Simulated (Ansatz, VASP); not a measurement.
## AlCo in two plane-wave programs

One calculation is typed for both programs; each brings its own data sets and cutoff. How far apart do they land? The cell is taken from a series of VASP runs on this material, whose earlier steps may have relaxed, scaled or displaced it; both programs get it as it stands.

Calculated with Ansatz 0.2.0; plane waves, with VASP 6.6.1 beside it; relaxation of cell and atoms at LDA.

### Step 1. Starting point

The structure is cubic, space group Pm-3m (No. 221). Conventional cell: a = 2.795 Å, b = 2.795 Å, c = 2.795 Å, α = 90.00°, β = 90.00°, γ = 90.00°. Nearest to Co lie 8 Al at 2.42 Å. Al has 8 Co at 2.42 Å nearest. Farther neighbours are not listed.

Structure file:

```xyz
2
Lattice="2.7950 0.0000 0.0000 0.0000 2.7950 0.0000 0.0000 0.0000 2.7950" Properties=species:S:1:pos:R:3 pbc="T T T"
Co    1.3975    1.3975    1.3975
Al    0.0000    0.0000    0.0000
```

### Step 2. VASP: relaxation of cell and atoms, LDA

The relaxed volume is the usual yardstick between codes: its relative difference is about their pressure difference at one cell divided by the bulk modulus.

Lines of VASP's logs that name or quote its potential files are left out, and so is its time.

INCAR reads:

```
SYSTEM = AlCo
PREC = Accurate
ENCUT = 450
EDIFF = 1E-06
NELM = 100
ISMEAR = 1
SIGMA = 0.15
LREAL = .FALSE.
ALGO = Normal
GGA = CA
NBANDS = 13
ISPIN = 2
MAGMOM = 2 0
LMAXMIX = 4
LORBIT = 11
LWAVE = .FALSE.
LCHARG = .FALSE.
KPAR = 4
IBRION = 2
NSW = 50
ISIF = 3
EDIFFG = -0.006
```

POSCAR reads:

```
AlCo
1.0
    2.7949631965      0.0000000000      0.0000000000
    0.0000000000      2.7949631965      0.0000000000
    0.0000000000      0.0000000000      2.7949631965
Co Al
1 1
Direct
    0.5000000000      0.5000000000      0.5000000000
    0.0000000000      0.0000000000      0.0000000000
```

KPOINTS reads:

```
Automatic mesh
0
Gamma
16 16 16
0 0 0
```

Potentials, in the order of the species: Co and Al (LDA family, release 64).

Started as:

```sh
> mpirun -np 4 vasp_std
```

Numbers of over 12 decimals in the logs are rounded to 6 here.

Output:

```text
[banner, memory and clock lines left out]
running    4 mpi-ranks, on    1 nodes
 distrk:  each k-point on    1 cores,    4 groups
 distr:  one band on    1 cores,    1 groups

 POSCAR found type information on POSCAR CoAl
 POSCAR found :  2 types and       2 ions
 LDA part: xc-table for (Slater(with rela. corr.)+CA(PZ))
 , standard interpolation
 POSCAR, INCAR and KPOINTS ok, starting setup
 FFT: planning ... GRIDC
 FFT: planning ... GRID_SOFT
 FFT: planning ... GRID
 WAVECAR not read
 entering main loop
       N       E                     dE             d eps       ncg     rms          rms(c)
DAV:   1     0.321377567247E+02    0.32138E+02   -0.48712E+03  8860   0.891E+02
DAV:   2    -0.134917822417E+02   -0.45630E+02   -0.41558E+02  8885   0.164E+02
DAV:   3    -0.148935697324E+02   -0.14018E+01   -0.13828E+01 10426   0.335E+01
DAV:   4    -0.149134258469E+02   -0.19856E-01   -0.19849E-01 10010   0.363E+00
DAV:   5    -0.149140251636E+02   -0.59932E-03   -0.59930E-03 10656   0.675E-01    0.143E+01
DAV:   6    -0.172772899852E+02   -0.23633E+01   -0.47331E+01  9945   0.940E+01    0.158E+01
DAV:   7    -0.137544276741E+02    0.35229E+01   -0.24245E+01 10050   0.608E+01    0.241E+00
DAV:   8    -0.137257520663E+02    0.28676E-01   -0.19073E-01 10127   0.350E+00    0.132E+00
DAV:   9    -0.137099810669E+02    0.15771E-01   -0.33401E-02 11349   0.182E+00    0.629E-01
DAV:  10    -0.137088054884E+02    0.11756E-02   -0.58860E-04 10362   0.243E-01    0.198E-01
DAV:  11    -0.137087591775E+02    0.46311E-04   -0.13012E-04 10966   0.113E-01    0.110E-01
DAV:  12    -0.137087569116E+02    0.22659E-05   -0.68477E-05 11449   0.768E-02    0.423E-02
DAV:  13    -0.137087479901E+02    0.89215E-05   -0.68009E-06  9258   0.267E-02    0.151E-02
DAV:  14    -0.137087476983E+02    0.29173E-06   -0.79756E-07  5305   0.992E-03
   1 F= -.13708748E+02 E0= -.13709163E+02  d E =-.137087E+02  mag=    -0.0000
 curvature:   0.00 expect dE= 0.000E+00 dE for cont linesearch  0.000E+00
 trial: gam= 0.00000 g(F)=  0.000E+00 g(S)=  0.122E-06 ort = 0.000E+00 (trialstep = 0.100E+01)
 search vector abs. value=  0.122E-06
 reached required accuracy - stopping structural energy minimisation
```

OUTCAR, selected parts (step 2):

```text
ion  position               nearest neighbor table
   1  0.500  0.500  0.500-   2 2.42   2 2.42   2 2.42   2 2.42   2 2.42   2 2.42   2 2.42   2 2.42

  LATTYP: Found a simple cubic cell.
 ALAT       =     2.7949631965

 Subroutine GETGRP returns: Found 48 space group operations
 (whereof 48 operations were pure point group operations)

The static configuration has the point symmetry O_h .

 Found    165 irreducible k-points:

   k-points           NKPTS =    165   k-points in BZ     NKDIM =    165   number of bands    NBANDS=     13

   dimension x,y,z NGX =    20 NGY =   20 NGZ =   20
   dimension x,y,z NGXF=    40 NGYF=   40 NGZF=   40

   ENCUT  =  450.0 eV  33.07 Ry    5.75 a.u.   4.83  4.83  4.83*2*pi/ulx,y,z

   NELECT =      12.0000    total number of electrons

 k-points in reciprocal lattice and weights: Automatic mesh
   0.00000000  0.00000000  0.00000000       0.000
   0.06250000  0.00000000  0.00000000       0.001
   0.12500000  0.00000000  0.00000000       0.001
   0.18750000  0.00000000  0.00000000       0.001
   0.25000000  0.00000000  0.00000000       0.001
   0.31250000  0.00000000  0.00000000       0.001
   0.37500000  0.00000000  0.00000000       0.001
   0.43750000  0.00000000  0.00000000       0.001
   0.50000000  0.00000000  0.00000000       0.001
[...]
0.50000000  0.50000000  0.43750000       0.001
   0.50000000  0.50000000  0.50000000       0.000

 average (electrostatic) potential at core
       1 -76.9830       2 -66.6530

 E-fermi :  11.1177

 spin component 1
 k-point     1 :       0.0000    0.0000    0.0000
  band No.  band energies     occupation
    ...
      2       7.8413      1.00000
      3       7.8413      1.00000
      4      10.2221      1.00000
      5      10.2221      1.00000
      6      10.2221      1.00000
      7      17.3441      0.00000
      8      17.3441      0.00000
      9      17.3441      0.00000
     10      20.1668      0.00000
     11      20.1668      0.00000
    ...

 k-point     2 :       0.0625    0.0000    0.0000
  band No.  band energies     occupation
    ...
      2       7.8372      1.00000
      3       7.8634      1.00000
      4      10.1783      1.00000
      5      10.1783      1.00000
      6      10.2268      1.00000
      7      16.5816      0.00000
      8      17.4524      0.00000
      9      17.4524      0.00000
     10      20.1521      0.00000
     11      20.8798      0.00000
    ...

 k-point     3 :       0.1250    0.0000    0.0000
  band No.  band energies     occupation
    ...
      2       7.8090      1.00000
      3       7.9271      1.00000
      4      10.0580      1.00000
      5      10.0580      1.00000
      6      10.2402      1.00000
      7      15.2208      0.00000
      8      17.7666      0.00000
      9      17.7666      0.00000
     10      20.1083      0.00000
     11      22.0752      0.00000
    ...

 k-point     4 :       0.1875    0.0000    0.0000
  band No.  band energies     occupation
    ...
      2       7.7059      1.00000
      3       8.0247      1.00000
      4       9.8887      1.00000
      5       9.8887      1.00000
      6      10.2604      1.00000
      7      13.8781     -0.00000
      8      18.2604      0.00000
      9      18.2604      0.00000
     10      20.0380      0.00000
     11      23.1486      0.00000
    ...

 k-point     5 :       0.2500    0.0000    0.0000
  band No.  band energies     occupation
    ...
      2       7.4397      1.00000
      3       8.1435      1.00000
      4       9.7032      1.00000
      5       9.7032      1.00000
      6      10.2843      1.00000
      7      12.7556     -0.00000
      8      18.9030      0.00000
      9      18.9030      0.00000
     10      19.9468      0.00000
     11      24.0329      0.00000
    ...

 k-point     6 :       0.3125    0.0000    0.0000
  band No.  band energies     occupation
    ...
      2       6.9188      1.00000
      3       8.2665      1.00000
      4       9.5302      1.00000
      5       9.5302      1.00000
      6      10.3083      1.00000
      7      11.9694     -0.00000
      8      19.6660      0.00000
      9      19.6660      0.00000
     10      19.8457      0.00000
     11      24.8075      0.00000
    ...

  Total       -0.0013001     -0.0013001     -0.0013001      0.0000000      0.0000000     -0.0000000
  in kB       -0.0954039     -0.0954039     -0.0954039      0.0000000      0.0000000     -0.0000000
  external PRESSURE =      -0.0954039 kB  Pullay stress =       0.0000000 kB

  energy-cutoff  :      450.00
  volume of cell :       21.83
      direct lattice vectors                 reciprocal lattice vectors
     2.794963196  0.000000000  0.000000000     0.357786464  0.000000000  0.000000000
     0.000000000  2.794963196  0.000000000     0.000000000  0.357786464  0.000000000
     0.000000000  0.000000000  2.794963196     0.000000000  0.000000000  0.357786464

 POSITION                                       TOTAL-FORCE (eV/Angst)
 -----------------------------------------------------------------------------------
      1.39748      1.39748      1.39748         0.000000      0.000000      0.000000
      0.00000      0.00000      0.00000         0.000000      0.000000      0.000000
 -----------------------------------------------------------------------------------
    total drift:                               -0.000000      0.000000     -0.000000

  FREE ENERGIE OF THE ION-ELECTRON SYSTEM (eV)
  ---------------------------------------------------
  free  energy   TOTEN  =       -13.7087476983 eV

  energy  without entropy=      -13.7099931167  energy(sigma->0) =      -13.70916284

 reached required accuracy - stopping structural energy minimisation

 total charge
# of ion       s       p       d       tot
------------------------------------------
    1        0.459   0.553   7.577   8.590
    2        0.407   0.460   0.000   0.867
--------------------------------------------------
tot          0.867   1.013   7.577   9.457

 magnetization (x)
# of ion       s       p       d       tot
------------------------------------------
    1       -0.000  -0.000   0.000   0.000
    2       -0.000  -0.000   0.000  -0.000
--------------------------------------------------
tot         -0.000  -0.000   0.000   0.000

[... 6 further parts left out ...]
```

CONTCAR:

```
AlCo
   1.00000000000000
     2.7949631964999999    0.0000000000000000    0.0000000000000000
     0.0000000000000000    2.7949631964999999    0.0000000000000000
     0.0000000000000000    0.0000000000000000    2.7949631964999999
  Co              Al
     1     1
Direct
     0.5000000000000000    0.5000000000000000    0.5000000000000000
     0.0000000000000000    0.0000000000000000    0.0000000000000000
```

The moments of VASP's start collapse, so its state is non-magnetic.

(Part 1 of 2 ends here.)

[Lines on the potential files, build, host, timing and source positions are cut from VASP's logs without a mark.]

[Logs are printed without paths, hosts, clocks, repeated set-up lines and the standing remarks that a program may print on its own settings, such as how far it seeks lower states.]

[Hosts, paths, dates, database ids (printed as entryN), source tags and the programs' standing remarks are cut or masked in the printed files.]
